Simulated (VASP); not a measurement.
# TiB2 (P6/mmm) in VASP: notebook, part 2 of 2

VASP 6.6.1.

**3. Band structure, LDA**

Input file INCAR:

```
SYSTEM = TiB2
  ALGO = Normal
  EDIFF = 1E-6
  ENCUT = 520
  ISIF = 2
  ISMEAR = 1
  LASPH = .TRUE.
  LCHARG = .FALSE.
  LMAXMIX = 4
  LREAL = .FALSE.
  LWAVE = .FALSE.
  NELM = 80
  PREC = Accurate
  SIGMA = 0.1
```

Input file KPOINTS:

```
k-points
0
G
  15 15 11
  0 0 0
```

Input file POSCAR:

```
TiB2                                    
1.0
    3.0187675783      0.0000000000      0.0000000000
   -1.5093837891      2.6143294108      0.0000000000
    0.0000000000      0.0000000000      3.1857412020
  Ti              B             
     1     2
Direct
     0.0000000000000000    0.0000000000000000    0.0000000000000000
     0.3333333332999970    0.6666666667000030    0.5000000000000000
     0.6666666667000030    0.3333333332999970    0.5000000000000000
```

KPOINTS_OPT is that of step 2.

Potentials or basis: VASP PAW LDA potentials, release 64 (Ti_sv, B).

On the command line:

```bash
cat potpaw_LDA.64/Ti_sv/POTCAR potpaw_LDA.64/B/POTCAR > POTCAR
mpirun -np 1 vasp_std > vasp.out
```

OUTCAR:

```text
SYSTEM = TiB2
   EDIFF = 1E-6
   ENCUT = 520
   ISIF = 2
   ISMEAR = 1
   LASPH = .TRUE.
   LREAL = .FALSE.
   NELM = 80
   PREC = Accurate

 ion  position               nearest neighbor table
   1  0.000  0.000  0.000-   2 2.36   3 2.36   2 2.36   3 2.36   2 2.36   2 2.36   3 2.36   3 2.36
                             3 2.36   3 2.36   2 2.36   2 2.36
   2  0.333  0.667  0.500-   3 1.74   3 1.74   3 1.74   1 2.36   1 2.36   1 2.36   1 2.36   1 2.36
                             1 2.36
   3  0.667  0.333  0.500-   2 1.74   2 1.74   2 1.74   1 2.36   1 2.36   1 2.36   1 2.36   1 2.36
                             1 2.36

  LATTYP: Found a hexagonal cell.
 ALAT       =     3.0187675783
 C/A-ratio  =     1.0553118514

  Lattice vectors:

 A1 = (   3.0187675783,   0.0000000000,   0.0000000000)
 A2 = (  -1.5093837891,   2.6143294108,   0.0000000000)
 A3 = (   0.0000000000,   0.0000000000,   3.1857412020)

Analysis of symmetry for initial positions (statically):
=====================================================================
 Subroutine PRICEL returns:
 Original cell was already a primitive cell.

 Routine SETGRP: Setting up the symmetry group for a
 hexagonal supercell.

 Subroutine GETGRP returns: Found 24 space group operations
 (whereof 24 operations were pure point group operations)
[... 188 lines left out ...]
     12      13.9423      0.00000
     13      13.9423      0.00000
[... 354 lines left out ...]
  band No.  band energies     occupation
      1     -45.9668      2.00000
      2     -22.8353      2.00000
      3     -22.6940      2.00000
      4     -22.6470      2.00000
      5       1.3847      2.00000
      6       1.3899      2.00000
      7       4.3104      2.00000
      8       7.4588      2.00000
      9       9.5857      2.00000
     10      10.0982      1.76966
     11      12.1826      0.00000
     12      12.8584      0.00000
     13      15.9965      0.00000

 [... further k-points ...]

------------------------ aborting loop because EDIFF is reached ----------------------------------------

  FORCE on cell =-STRESS in cart. coord.  units (eV):
  Direction    XX          YY          ZZ          XY          YZ          ZX
  --------------------------------------------------------------------------------------
  -------------------------------------------------------------------------------------
  Total       -1.0297330     -1.0297330     -0.8200129     -0.0000000      0.0000000      0.0000000
  in kB      -65.6197742    -65.6197742    -52.2553516     -0.0000000      0.0000000      0.0000000
  external PRESSURE =     -61.1649667 kB  Pullay stress =       0.0000000 kB

 VOLUME and BASIS-vectors are now :
 -----------------------------------------------------------------------------
  energy-cutoff  :      520.00
  volume of cell :       25.14
      direct lattice vectors                 reciprocal lattice vectors
     3.018767578  0.000000000  0.000000000     0.331261011  0.191253634  0.000000000
    -1.509383789  2.614329411  0.000000000     0.000000000  0.382507268  0.000000000
     0.000000000  0.000000000  3.185741202     0.000000000  0.000000000  0.313898693

 POSITION                                       TOTAL-FORCE (eV/Angst)
 -----------------------------------------------------------------------------------
      0.00000      0.00000      0.00000         0.000000      0.000000      0.000000
     -0.00000      1.74289      1.59287         0.000000      0.000000     -0.000000
      1.50938      0.87144      1.59287        -0.000000      0.000000      0.000000
 -----------------------------------------------------------------------------------
    total drift:                               -0.000000      0.000000      0.000000

  FREE ENERGIE OF THE ION-ELECTRON SYSTEM (eV)
  ---------------------------------------------------
  free  energy   TOTEN  =       -26.9101269387 eV

  energy  without entropy=      -26.9098728206  energy(sigma->0) =      -26.91004223
```

OSZICAR:

```text
N       E                     dE             d eps       ncg     rms          rms(c)
DAV:   1     0.126609293669E+03    0.12661E+03   -0.94300E+03  4212   0.158E+03
DAV:   2    -0.219870940302E+02   -0.14860E+03   -0.14508E+03  4277   0.399E+02
DAV:   3    -0.318264192630E+02   -0.98393E+01   -0.97182E+01  6157   0.946E+01
[... 21 lines left out ...]
DAV:   9    -0.287758466796E+05   -0.55026E-06     2639
       N       E                     dE             ncg
DAV:   1     0.677576002426E+05   -0.43694E+05     1326
DAV:   2     0.606316484154E+05   -0.71260E+04     1346
DAV:   3     0.602164318228E+05   -0.41522E+03     1859
DAV:   4     0.602045632725E+05   -0.11869E+02     1728
DAV:   5     0.602042793442E+05   -0.28393E+00     1767
DAV:   6     0.602042759259E+05   -0.34183E-02     1793
DAV:   7     0.602042758808E+05   -0.45088E-04     1721
DAV:   8     0.602042758804E+05   -0.41572E-06     1188
```

Wall time 34 s (1 thread of Intel Xeon 6975P-C (Granite Rapids), shared host); peak memory 0.2 GiB.

Results:

| Item | Value |
| --- | --- |
| Free energy | -26.9101 eV |
| Pressure | -6.1 GPa |
| Band gap along the path | none (metal or under the smearing width) |

Stress tensor (GPa, compression positive):
```
-6.56  0.00  0.00
 0.00 -6.56  0.00
 0.00  0.00 -5.23
```

Levels at the corners of the path, in eV from the Fermi level:
| point | band 7 | band 8 | band 9 | band 10 | band 11 | band 12 |
| --- | --- | --- | --- | --- | --- | --- |
| Γ | -2.70 | -2.15 | -2.14 | 1.94 | 1.94 | 3.79 |
| M | -3.28 | -3.20 | -2.32 | 1.38 | 2.78 | 3.28 |
| M | -3.28 | -3.20 | -2.32 | 1.38 | 2.78 | 3.28 |
| K | -7.38 | -1.83 | -1.83 | 1.41 | 1.41 | 1.97 |
| K | -7.38 | -1.83 | -1.83 | 1.41 | 1.41 | 1.97 |
| Γ | -2.70 | -2.15 | -2.14 | 1.94 | 1.94 | 3.79 |
| Γ | -2.70 | -2.15 | -2.14 | 1.94 | 1.94 | 3.79 |
| A | -0.57 | -0.57 | -0.25 | -0.25 | 0.43 | 0.43 |
| A | -0.57 | -0.57 | -0.25 | -0.25 | 0.43 | 0.43 |
| L | -4.73 | -3.87 | -3.07 | 2.59 | 2.97 | 4.70 |
| L | -4.73 | -3.87 | -3.07 | 2.59 | 2.97 | 4.70 |
| H | -5.67 | -3.15 | -3.15 | 2.60 | 4.44 | 4.44 |
| H | -5.67 | -3.15 | -3.15 | 2.60 | 4.44 | 4.44 |
| A | -0.57 | -0.57 | -0.25 | -0.25 | 0.43 | 0.43 |
| L | -4.73 | -3.87 | -3.07 | 2.59 | 2.97 | 4.70 |
| M | -3.28 | -3.20 | -2.32 | 1.38 | 2.78 | 3.28 |
| K | -7.38 | -1.83 | -1.83 | 1.41 | 1.41 | 1.97 |
| H | -5.67 | -3.15 | -3.15 | 2.60 | 4.44 | 4.44 |
